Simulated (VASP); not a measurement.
Crystal: Ca.

```
CELL_PARAMETERS angstrom
0.00000 2.80050 2.80050
2.80050 0.00000 2.80050
2.80050 2.80050 0.00000
ATOMIC_POSITIONS crystal
Ca 0.00000 0.00000 0.00000
```

| Item | Value |
| --- | --- |
| Program | VASP 6.6.1 |
| Task | relaxation of cell and atoms |
| Functional | PBEsol |
| Potentials or basis | VASP PAW PBE potentials, release 64 (Ca_pv) |
| Cutoff | 580 eV |
| k mesh | 14 × 14 × 14 |
| Occupations | gaussian, width 0.1 eV |
| Spin | no spin polarisation |

At the start: pressure -1.3 GPa; volume 43.93 Å³/atom.

Q: How do energy, volume and symmetry change on relaxing?

A: Over 4 steps the energy falls by 14.0 meV/atom and the volume is 40.58 Å³/atom (-7.6 %); space group Fm-3m (No. 225, to 0.05 Å).

Step by step:
```
step  energy change (eV)  largest force (eV/Å)  pressure (GPa)  volume (Å³)
   1              0.0000                0.0000           -1.26        43.93
   2             -0.0121                0.0000           -0.49        41.76
   3             -0.0139                0.0000           -0.04        40.68
   4             -0.0140                0.0000            0.00        40.58
```

Final structure:
```
CELL_PARAMETERS angstrom
0.00000 2.72753 2.72753
2.72753 0.00000 2.72753
2.72753 2.72753 0.00000
ATOMIC_POSITIONS crystal
Ca 0.00000 0.00000 0.00000
```

Caveat: the PAW data sets were made with another functional, which shifts forces and pressure a little.
